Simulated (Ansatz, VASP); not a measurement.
## HfGe: VASP beside Ansatz

```
CELL_PARAMETERS angstrom
0.00000 2.76554 2.76554
2.76554 0.00000 2.76554
2.76554 2.76554 0.00000
ATOMIC_POSITIONS crystal
Hf 0.00000 0.00000 0.00000
Ge 0.25000 0.25000 0.25000
```

Change from the starting cell: volume scaled by 0.8, PAW files.

Alike in both runs: task single point; functional LDA; k mesh 11 × 11 × 11; occupations fermi-dirac, width 0.05 eV; no spin polarisation.

|  | VASP | Ansatz |
| --- | --- | --- |
| version | VASP 6.6.1 | Ansatz 0.2.0 |
| potentials or method | VASP PAW LDA potentials, release 64 (Hf_pv, Ge_d) | PAW with Ansatz's default frozen-core files, scalar-relativistic |
| plane-wave cutoff (eV) | 520 | 420 |
| valence electrons in the cell | 24 | 40 |

```tsv
	VASP	Ansatz	Ansatz less VASP
pressure (GPa)	24.7	24.7	+0.02
```

The two sets of potentials don't hold the same shells in valence.

Caveats: so large a pressure means that the cell lies far from this level's equilibrium, or that cutoff or potentials fall short (VASP). Spin-orbit coupling is left out, which matters for the levels of Hf.
